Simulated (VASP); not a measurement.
# Si2Sb2Te (Cmc2_1) in VASP: elastic constants with PBE

Aim: the elastic constants of Si2Sb2Te with PBE.

Everything below comes from runs of VASP 6.6.1. Logs are shortened: lines on timing, memory, paths and dates and some standing lists are left out, and cuts for length are marked.

## 1. Starting point

The structure is orthorhombic, space group Cmc2_1 (No. 36). The conventional cell has a = 12.306 Å, b = 7.231 Å, c = 6.866 Å, α = 90.00°, β = 90.00°, γ = 90.00°. Si (site symmetry 1) has 1 Te at 2.58 Å and 3 Sb at 2.63 to 2.66 Å as nearest neighbours. Sb (site symmetry 1) is surrounded by 3 Si at 2.63 to 2.66 Å. Te (site symmetry m) has 2 Si at 2.58 Å as nearest neighbours.

The cell was built by a generator and needn't be a form met in nature.

## 2. Elastic constants, PBE

POSCAR reads:

```
Si2Sb2Te
1.0
    6.1531500000     -3.6153500000      0.0000000000
    6.1531500000      3.6153500000      0.0000000000
    0.0000000000      0.0000000000      6.8662800000
Si Sb Te
4 4 2
Direct
    0.6815150000      0.9803850000      0.2126040000
    0.0196150000      0.3184850000      0.2126040000
    0.9803850000      0.6815150000      0.7126040000
    0.3184850000      0.0196150000      0.7126040000
    0.0472840000      0.6559830000      0.3301100000
    0.3440170000      0.9527160000      0.3301100000
    0.9527160000      0.3440170000      0.8301100000
    0.6559830000      0.0472840000      0.8301100000
    0.6876430000      0.3123570000      0.3527890000
    0.3123570000      0.6876430000      0.8527890000
```

INCAR.step1 reads:

```
PREC = Accurate
ENCUT = 520
EDIFF = 1E-8
ISMEAR = 0
SIGMA = 0.1
LREAL = False
LASPH = True
NELM = 60
ALGO = Normal
ISIF = 3
LWAVE = False
LCHARG = False
GGA = PE
KPAR = 8
IBRION = 2
NSW = 40
EDIFFG = -0.002
```

INCAR.step2 reads:

```
PREC = Accurate
ENCUT = 520
EDIFF = 1E-8
ISMEAR = 0
SIGMA = 0.1
LREAL = False
LASPH = True
NELM = 60
ALGO = Normal
ISIF = 3
LWAVE = False
LCHARG = False
GGA = PE
KPAR = 8
IBRION = 6
NFREE = 2
POTIM = 0.015
NSW = 1
```

KPOINTS reads:

```
regular mesh
0
Gamma
  4 4 4
```

Potentials or basis: VASP PAW PBE potentials, release 64 (Si, Sb, Te).

Launch:

```
$ cat potpaw_PBE.64/Si/POTCAR potpaw_PBE.64/Sb/POTCAR potpaw_PBE.64/Te/POTCAR > POTCAR
$ cp INCAR.step1 INCAR
$ mpirun -np 8 vasp_std > vasp.out
$ cp CONTCAR POSCAR
$ cp INCAR.step2 INCAR
$ mpirun -np 8 vasp_std > vasp.out
```

OUTCAR:

```text
PREC = Accurate
   ENCUT = 520
   EDIFF = 1E-8
   ISMEAR = 0
   LREAL = False
   LASPH = True
   NELM = 60
   ISIF = 3
   GGA = PE
   IBRION = 6
   NFREE = 2
   POTIM = 0.015
   NSW = 1

 ion  position               nearest neighbor table
   1  0.682  0.980  0.213-   9 2.58   5 2.63   6 2.64   8 2.66
   2  0.020  0.318  0.213-   9 2.58   6 2.63   5 2.64   7 2.66
   3  0.980  0.682  0.713-  10 2.58   8 2.63   7 2.64   5 2.66
   4  0.318  0.020  0.713-  10 2.58   7 2.63   8 2.64   6 2.66
   5  0.047  0.656  0.330-   1 2.63   2 2.64   3 2.66   6 3.66
   6  0.344  0.953  0.330-   2 2.63   1 2.64   4 2.66   5 3.66
   7  0.953  0.344  0.830-   4 2.63   3 2.64   2 2.66   8 3.66
   8  0.656  0.047  0.830-   3 2.63   4 2.64   1 2.66   7 3.66
   9  0.688  0.312  0.353-   1 2.58   2 2.58
  10  0.312  0.688  0.853-   3 2.58   4 2.58

  LATTYP: Found a base centered orthorhombic cell.
 ALAT       =     7.2359734008
 B/A-ratio  =     1.7023061445
 C/A-ratio  =     0.9487103885

  Lattice vectors:

 A1 = (  -6.1589209907,  -3.6179867004,   0.0000000000)
 A2 = (   6.1589209907,  -3.6179867004,   0.0000000000)
 A3 = (   0.0000000000,   0.0000000000,   6.8648431364)

Analysis of symmetry for initial positions (statically):
=====================================================================
 Subroutine PRICEL returns:
 Original cell was already a primitive cell.

 Routine SETGRP: Setting up the symmetry group for a
 base centered orthorhombic supercell.

 Subroutine GETGRP returns: Found  4 space group operations
 (whereof  2 operations were pure point group operations)
 out of a pool of  8 trial point group operations.

The static configuration has the point symmetry C_1h.
 The point group associated with its full space group is C_2v.

Analysis of symmetry for dynamics (positions and initial velocities):
=====================================================================
 Subroutine PRICEL returns:
 Original cell was already a primitive cell.

 Routine SETGRP: Setting up the symmetry group for a
 base centered orthorhombic supercell.

 Subroutine GETGRP returns: Found  4 space group operations
 (whereof  2 operations were pure point group operations)
 out of a pool of  8 trial point group operations.

The dynamic configuration has the point symmetry C_1h.
 The point group associated with its full space group is C_2v.

 Subroutine INISYM returns: Found  4 space group operations
 (whereof  2 operations are pure point group operations),
 and found     1 'primitive' translations

----------------------------------------------------------------------------------------

                                     Primitive cell

  volume of cell :     305.9371

  direct lattice vectors                    reciprocal lattice vectors
     6.158920991 -3.617986700  0.000000000     0.081183052 -0.138198407  0.000000000
     6.158920991  3.617986700  0.000000000     0.081183052  0.138198407  0.000000000
     0.000000000  0.000000000  6.864843136     0.000000000  0.000000000  0.145669752

  length of vectors
     7.142978058  7.142978058  6.864843136     0.160279405  0.160279405  0.145669752

  position of ions in fractional coordinates (direct lattice)
     0.681613796  0.980346711  0.212578454
     0.019653289  0.318386204  0.212578454
     0.980346711  0.681613796  0.712578454
     0.318386204  0.019653289  0.712578454
     0.046783261  0.655847235  0.330094457
     0.344152765  0.953216739  0.330094457
     0.953216739  0.344152765  0.830094457
     0.655847235  0.046783261  0.830094457
[... 109 lines left out ...]
   LHFCALC =     F    Hartree Fock is set to
   AEXX    =    0.0000 exact exchange contribution
   IVDW    =     0    specifies the selected vdW correction
   LEPSILON=     F    determine dielectric tensor
   LRPA    =     F    only Hartree local field effects (RPA)
 finite differences with symmetry
 non-spin polarized calculation
 Gauss-broadening in eV      SIGMA  =   0.10
  energy-cutoff  :      520.00
  volume of cell :      305.94
 maximum number of plane-waves:      8279
 NGX is ok and might be reduce to    54
   NGX = 27   NGY = 27   NGZ = 25

--------------------------------------- Ionic step        1  -------------------------------------------

 number of electron      48.0000000 magnetization

 Free energy of the ion-electron system (eV)
  ---------------------------------------------------
  ext. energy  EPLUGINS =         0.00000000
  ---------------------------------------------------
  free energy    TOTEN  =       -43.14661882 eV

  energy without entropy =      -43.14465402  energy(sigma->0) =      -43.14563642

------------------------ aborting loop because EDIFF is reached ----------------------------------------

  FORCE on cell =-STRESS in cart. coord.  units (eV):
  Direction    XX          YY          ZZ          XY          YZ          ZX
  --------------------------------------------------------------------------------------
  -------------------------------------------------------------------------------------
  Total       -0.0068421      0.0006232     -0.0087118      0.0000000      0.0000000      0.0000000
  in kB       -0.0358316      0.0032634     -0.0456234      0.0000000      0.0000000      0.0000000
  external PRESSURE =      -0.0260638 kB  Pullay stress =       0.0000000 kB
[... 113 lines left out ...]
  FREE ENERGIE OF THE ION-ELECTRON SYSTEM (eV)
  ---------------------------------------------------
  free  energy   TOTEN  =       -43.1209240413 eV

  energy  without entropy=      -43.1187835105  energy(sigma->0) =      -43.11985378

[... ionic steps 4 to 28 ...]

--------------------------------------- Ionic step       29  -------------------------------------------

 number of electron      48.0000000 magnetization

------------------------ aborting loop because EDIFF is reached ----------------------------------------
[... 83 lines left out ...]
--------------------------------------- Ionic step       31  -------------------------------------------

 number of electron      48.0000000 magnetization

 Free energy of the ion-electron system (eV)
  ---------------------------------------------------
  ext. energy  EPLUGINS =         0.00000000
  ---------------------------------------------------
  free energy    TOTEN  =       -43.14619306 eV

  energy without entropy =      -43.14425935  energy(sigma->0) =      -43.14522621

 E-fermi :   5.4764     XC(G=0):  -8.7505

 val. band max:        5.4442097072   @ k =   0.0000   0.0000   0.0000
 cond. band min:       5.5246326165   @ k =   0.5000   0.5000   0.0000
 fundamental gap:      0.0804229093
 Fermi energy:         5.4763655202

 k-point     1 :       0.0000    0.0000    0.0000
  band No.  band energies     occupation
      1      -7.1987      2.00000
      2      -6.3471      2.00000
      3      -5.0669      2.00000
      4      -4.5413      2.00000
      5      -4.5144      2.00000
      6      -4.5005      2.00000
[... 818 lines left out ...]
  FREE ENERGIE OF THE ION-ELECTRON SYSTEM (eV)
  ---------------------------------------------------
  free  energy   TOTEN  =       -43.1461930635 eV

  energy  without entropy=      -43.1442593520  energy(sigma->0) =      -43.14522621

 INTERNAL STRAIN TENSORS FROM STRAINED CELLS
 ============================================

 INTERNAL STRAIN TENSOR FOR ION    1 for displacements in x,y,z  (eV/Angst):
          X           Y           Z          XY          YZ          ZX
  --------------------------------------------------------------------------------
  x     0.18819     1.83540     1.69691     6.36792     0.54112     4.65452
  y     6.88925    -7.24692     1.83654     1.86207     4.73211    -0.30429
  z     5.37011     4.85174    -8.24565     0.35788     1.32722     2.13654

 INTERNAL STRAIN TENSORS FROM DISPLACED ATOMS
 ============================================

 INTERNAL STRAIN TENSOR FOR ION    1 for displacements in x,y,z  (eV/Angst):
          X           Y           Z          XY          YZ          ZX
  --------------------------------------------------------------------------------
  x     0.18942     1.83788     1.69769     6.36939     0.54252     4.65301
  y     6.86641    -7.20674     1.83501     1.86021     4.73634    -0.30711
  z     5.34802     4.83514    -8.19653     0.35840     1.32669     2.13712
[... 8 lines left out ...]
 INTERNAL STRAIN TENSOR FOR ION   10 for displacements in x,y,z  (eV/Angst):
          X           Y           Z          XY          YZ          ZX
  --------------------------------------------------------------------------------
  x     0.00000     0.00000     0.00000     9.41379     0.00000    -7.35620
  y     8.33423     5.80854     2.83964     0.00000    -4.59006     0.00000
  z    -5.66337    -3.84100    -3.41183     0.00000     4.04694     0.00000

 Eigenvectors and eigenvalues of the dynamical matrix
   1 f  =   10.064983 THz    63.240150 2PiTHz  335.731679 cm-1    41.625404 meV
   2 f  =    9.622139 THz    60.457679 2PiTHz  320.959994 cm-1    39.793950 meV
   3 f  =    9.476086 THz    59.540007 2PiTHz  316.088219 cm-1    39.189927 meV
   4 f  =    9.473379 THz    59.522997 2PiTHz  315.997918 cm-1    39.178731 meV
   5 f  =    9.419872 THz    59.186801 2PiTHz  314.213104 cm-1    38.957442 meV
   6 f  =    9.355052 THz    58.779525 2PiTHz  312.050944 cm-1    38.689369 meV
[... 19 lines left out ...]
  26 f  =    1.180899 THz     7.419805 2PiTHz   39.390537 cm-1     4.883802 meV
  27 f  =    1.140521 THz     7.166102 2PiTHz   38.043670 cm-1     4.716812 meV
  28 f/i=    0.000453 THz     0.002847 2PiTHz    0.015116 cm-1     0.001874 meV
  29 f/i=    0.000944 THz     0.005931 2PiTHz    0.031485 cm-1     0.003904 meV
  30 f/i=    0.000976 THz     0.006134 2PiTHz    0.032563 cm-1     0.004037 meV

 ELASTIC MODULI CONTR FROM IONIC RELAXATION (kBar)
 Direction    XX          YY          ZZ          XY          YZ          ZX
 --------------------------------------------------------------------------------
 XX        -597.5617   -135.1515    -60.1349      0.0000     -0.0000      0.0000
 YY        -135.1515   -579.0343    -94.6138     -0.0000      0.0000     -0.0000
 ZZ         -60.1349    -94.6138   -372.8316     -0.0000     -0.0000     -0.0000
 XY           0.0000      0.0000     -0.0000   -253.2515      0.0000      0.0000
 YZ          -0.0000      0.0000     -0.0000      0.0000   -115.4414     -0.0000
 ZX           0.0000     -0.0000      0.0000      0.0000     -0.0000   -141.4064
 --------------------------------------------------------------------------------

 TOTAL ELASTIC MODULI (kBar)
 Direction    XX          YY          ZZ          XY          YZ          ZX
 --------------------------------------------------------------------------------
 XX         558.5171    109.1780     94.2780      0.0000     -0.0000      0.0000
 YY         109.1780    397.1126     25.1020     -0.0000      0.0000     -0.0000
 ZZ          94.2780     25.1020    706.8722     -0.0000     -0.0000     -0.0000
 XY           0.0000      0.0000     -0.0000    125.9372      0.0000      0.0000
 YZ          -0.0000      0.0000     -0.0000      0.0000    142.0118     -0.0000
 ZX           0.0000     -0.0000      0.0000      0.0000     -0.0000    151.4830
 --------------------------------------------------------------------------------
```

Wall time 25 min (8 MPI ranks of Intel Xeon Platinum 8488C (Sapphire Rapids), shared host); peak memory 0.73 GiB.

What came out:

- Relaxed volume: 30.59 Å³/atom
- Relaxed cell: a = 7.143 Å, b = 7.143 Å, c = 6.865 Å, α = 90.00°, β = 90.00°, γ = 60.86°
- Space group after relaxing (to 0.05 Å): Cmc2_1 (No. 36)
- Voigt bulk modulus: 24 GPa
- Highest phonon frequency at Γ, LO-TO splitting left out: 336 cm⁻¹

The path:
```
step  energy change (eV)  largest force (eV/Å)  pressure (GPa)  volume (Å³)
   1              0.0000                0.0081            0.00       305.49
   2              0.0000                0.0073            0.01       305.48
   3              0.0000                0.0079            0.01       305.48
   4             -0.0001                0.0066            0.01       305.53
   5             -0.0001                0.0042            0.00       305.69
   6             -0.0001                0.0140            0.00       306.02
   7             -0.0001                0.0067            0.00       305.80
   8             -0.0001                0.0035            0.00       305.90
   9             -0.0001                0.0033            0.00       305.88
  10             -0.0001                0.0028            0.00       305.88
  11             -0.0001                0.0028            0.00       305.88
  12             -0.0001                0.0025            0.00       305.94
  13             -0.0001                0.0024           -0.01       305.95
  14             -0.0001                0.0014            0.00       305.94
```

Final structure:
```yaml
crystal:
  lattice:
    - [6.15892, -3.61799, 0.00000]
    - [6.15892, 3.61799, 0.00000]
    - [0.00000, 0.00000, 6.86484]
  atoms:
    - { symbol: Si, position: [0.68161, 0.98035, 0.21258] }
    - { symbol: Si, position: [0.01965, 0.31839, 0.21258] }
    - { symbol: Si, position: [0.98035, 0.68161, 0.71258] }
    - { symbol: Si, position: [0.31839, 0.01965, 0.71258] }
    - { symbol: Sb, position: [0.04678, 0.65585, 0.33009] }
    - { symbol: Sb, position: [0.34415, 0.95322, 0.33009] }
    - { symbol: Sb, position: [0.95322, 0.34415, 0.83009] }
    - { symbol: Sb, position: [0.65585, 0.04678, 0.83009] }
    - { symbol: Te, position: [0.68842, 0.31158, 0.35287] }
    - { symbol: Te, position: [0.31158, 0.68842, 0.85287] }
```

Phonon frequencies in cm⁻¹ (negative: imaginary):
```csv
q point,frequencies
"(0.000, 0.000, 0.000)",0 0 0 38 39 55 69 76 79 85 85 93 96 97 98 126 130 135 289 290 302 303 304 311 312 314 316 316 321 336
```

Elastic tensor in Voigt notation (GPa, in the Cartesian axes of the cell as first typed):
```
56 11  9  0  0  0
11 40  3  0  0  0
 9  3 71  0  0  0
 0  0  0 14  0  0
 0  0  0  0 15  0
 0  0  0  0  0 13
```

Clamped-ion elastic tensor (GPa):
```
116  24  15   0   0   0
 24  98  12   0   0   0
 15  12 108   0   0   0
  0   0   0  26   0   0
  0   0   0   0  29   0
  0   0   0   0   0  38
```

Spin-orbit coupling is left out, which matters for the levels of Sb, Te.
